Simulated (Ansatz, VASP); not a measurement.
Two plane-wave programs on Be3ReH

```
Be Re H
1.0
     2.59077    0.00000    0.00000
     0.00000    2.59077    0.00000
     0.00000    0.00000    7.63460
Be Re H
3 1 1
Direct
  0.00000 0.00000 0.50000
  0.50000 0.50000 0.68033
  0.50000 0.50000 0.31967
  0.50000 0.50000 0.00000
  0.00000 0.00000 0.00000
```

Alike in both runs: functional PBE; k mesh 14 × 14 × 6; occupations gaussian, width 0.1 eV; no spin polarisation.

Ansatz relaxed the structure, and its values are those at the end. VASP's run is a single point on that final structure, the one shown.

|  | VASP | Ansatz |
| --- | --- | --- |
| version | VASP 6.6.1 | Ansatz 0.2.0 |
| potentials or method | VASP PAW PBE potentials, release 64 (Be, Re, H) | scalar-relativistic, plane waves, PAW |
| plane-wave cutoff (eV) | 520 | 420 |
| valence electrons in the cell | 14 | 22 |

Ansatz gave:

* gap on the k mesh at the Fermi level (eV): none
* pressure (GPa): 0.0

Question: Estimate VASP's values.

Answer: gap on the k mesh at the Fermi level (eV): none; pressure (GPa): 0.4.

A gap of «none» marks a metal or a gap that the smearing closes. The two sets of potentials don't hold the same shells in valence.

The runs have no spin-orbit coupling, so splittings on Re are missing.
